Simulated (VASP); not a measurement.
CoNi3W8, 24 atoms in the cell. The cell holds a amorphous, 24 atoms: a = 7.073 Å, b = 7.119 Å, c = 7.344 Å, α = 87.65°, β = 89.20°, γ = 88.15°. The cell was built by a generator and needn't be a form met in nature.

* Program: VASP 6.6.1
* Task: single point
* Functional: PBE
* Potentials or basis: VASP PAW PBE potentials, release 64 (W_sv, Ni, Co)
* Cutoff: 520 eV
* k mesh: 1 × 1 × 1, shifted
* Occupations: fermi-dirac, width 0.274 eV
* Spin: no spin polarisation
* Dipole correction: no
* Further INCAR settings: LREAL = Auto; ALGO = Fast; EDIFF = 1e-06; NBANDS = 169; ISYM = 0

Potentials or basis: VASP PAW PBE potentials, release 64 (W_sv, Ni, Co).

Command:

```sh
$ cat potpaw_PBE.64/W_sv/POTCAR potpaw_PBE.64/Ni/POTCAR potpaw_PBE.64/Co/POTCAR > POTCAR
$ mpirun -np 1 vasp_std > vasp.out
```

Hardware: 1 thread of Intel(R) Xeon(R) Platinum 8375C CPU @ 2.90GHz (Ice Lake), on a shared host.

**Question.** How long does it take, and how much memory?

**Answer.** It took 6.6 min on 1 thread of Intel(R) Xeon(R) Platinum 8375C CPU @ 2.90GHz (Ice Lake) (shared host), peak memory 0.44 GiB. Counts: scf iterations 53, k points 1.
